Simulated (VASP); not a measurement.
Input:

```xyz
2
Lattice="0.0000 2.4629 2.4629 2.4629 0.0000 2.4629 2.4629 2.4629 0.0000" Properties=species:S:1:pos:R:3 pbc="T T T"
Gd     0.0000     0.0000     0.0000
N      2.4629     2.4629     2.4629
```

Computed with AM05 GGA, VASP's PBE PAW potentials (set 64) (plane waves; VASP 6.6.1). Run with 520 eV cut-off, Gaussian smearing of 0.050 eV, potentials Gd_3 N.

The 4f electrons are frozen in the core of the lanthanide potential, so 4f levels, which can set the real gap, and their magnetism are missing.

### Question
Give the energies of bands 5 to 10 at the high-symmetry points, in eV from the Fermi level.

### Answer

```tsv
band	Γ	X	U	L	W
5	0.05	-0.98	-2.12	-4.17	-2.22
6	0.05	-0.17	-1.26	-2.38	-1.23
7	0.05	-0.17	-1.18	-2.38	-1.23
8	3.05	-0.11	2.31	5.72	3.94
9	3.05	7.35	6.39	6.68	3.94
10	3.05	7.49	7.51	6.68	7.72
```

It has no gap at this level: it comes out as a metal or semimetal.

The compound is GdN in the rock salt structure. It was relaxed first.
